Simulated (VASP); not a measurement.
An input for Ansatz (written as the equivalent of a VASP run, and not itself run):

Ansatz 0.2 input:
```yaml
crystal:
  lattice:
    - [0.0000000, 2.7300000, 2.7300000]
    - [2.7300000, 0.0000000, 2.7300000]
    - [2.7300000, 2.7300000, 0.0000000]
  atoms:
    - { symbol: Mg, position: [0.0000000, 0.0000000, 0.0000000] }
    - { symbol: Se, position: [0.5000000, 0.5000000, 0.5000000] }
kpoints:
  mp_grid: { grid: [6, 6, 6] }
hamiltonian:
  xc: pbe
  pseudopotentials: { kind: paw }
scf:
  occupations: { method: gaussian, width: 0.05 }
  max_iter: 100
output: { forces: true, stress: true, eigenvalues: true }
```

**Question.** Translate this input to VASP (INCAR, KPOINTS, POSCAR, choice of POTCAR).

**Answer.** This is not unique; one that fits is 
### INCAR
```
# general
SYSTEM  = MgSe
PREC    = Accurate
ENCUT   = 400
LREAL   = .False.   # projection in real space or not
LASPH   = .True.

# electronic loop
EDIFF   = 1E-6   # SCF stop (eV)
NELM    = 100
ALGO    = Normal   # blocked Davidson
LMAXMIX = 4   # l cut-off of mixed one-centre charges

# smearing
ISMEAR  = 0
SIGMA   = 0.05   # width (eV)

# functional
GGA     = PE   # PBE

# ions
ISIF    = 2   # forces and stress, cell fixed

# output
LWAVE   = .False.
LCHARG  = .False.
```

POSCAR:
```
MgSe
1
    0.0000000000     2.7300000000     2.7300000000
    2.7300000000     0.0000000000     2.7300000000
    2.7300000000     2.7300000000     0.0000000000
Mg Se
1 1
Direct
  0.0000000000   0.0000000000   0.0000000000
  0.5000000000   0.5000000000   0.5000000000
```

### KPOINTS
```
Automatic mesh
0
Gamma
6 6 6
0 0 0
```

POTCAR, in this order: Mg Se (PBE.64 set). Program: vasp_std.

What does not carry over: each code has its own PAW files, so the cut-off isn't converted (ENCUT is set for VASP's; basis.ecutwfc is left out, and Ansatz then takes the one that its files recommend); Ansatz stops its SCF on the density residual and VASP on the energy change (EDIFF).

The compound is MgSe in the rock salt structure. The cell was not relaxed at this level.
